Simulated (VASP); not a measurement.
An input for Quantum ESPRESSO's pw.x (written as the equivalent of a VASP run, and not itself run):

```
&CONTROL
  calculation = 'scf'
  pseudo_dir = './pseudo'
  outdir = './out'
  tprnfor = .true.
  tstress = .true.
/
&SYSTEM
  ibrav = 0
  nat = 2
  ntyp = 2
  ecutwfc = 72
  occupations = 'tetrahedra'
  input_dft = 'pz'
/
&ELECTRONS
  conv_thr = 7.3e-09
  electron_maxstep = 100
/
ATOMIC_SPECIES
  K 39.098 K.upf
  Br 79.904 Br.upf
CELL_PARAMETERS angstrom
     0.0000000    3.1906056    3.1906056
     3.1906056    0.0000000    3.1906056
     3.1906056    3.1906056    0.0000000
ATOMIC_POSITIONS crystal
  K    0.0000000  0.0000000  0.0000000
  Br   0.5000000  0.5000000  0.5000000
K_POINTS automatic
  8 8 8 0 0 0
```

Q: Write the VASP files for the same calculation (LDA).

A: One answer among several that fit: 
**KPOINTS**
```
Automatic mesh
0
Gamma
8 8 8
0 0 0
```

### INCAR
```
ALGO=Normal
EDIFF=1E-7
ENCUT=520
ISIF=2
ISMEAR=-5
LASPH=T
LCHARG=T
LMAXMIX=4
LORBIT=11
LREAL=F
LWAVE=F
NEDOS=601
NELM=100
PREC=Accurate
SYSTEM=KBr
```

### POSCAR
```
KBr
1
    0.0000000000     3.1906055957     3.1906055957
    3.1906055957     0.0000000000     3.1906055957
    3.1906055957     3.1906055957     0.0000000000
K Br
1 1
Direct
  0.0000000000   0.0000000000   0.0000000000
  0.5000000000   0.5000000000   0.5000000000
```

POTCAR, in this order: K_sv Br (LDA.64 set). Program: vasp_std.

What does not carry over: the potentials are each code's own (VASP's PAW set, PseudoDojo norm-conserving files in pw.x), so ENCUT and ecutwfc are chosen apart and not converted; conv_thr bounds pw.x's estimated SCF error, while EDIFF bounds the energy change between steps.

The compound is KBr in the rock salt structure. It was relaxed first, which changed the volume by -10 %.
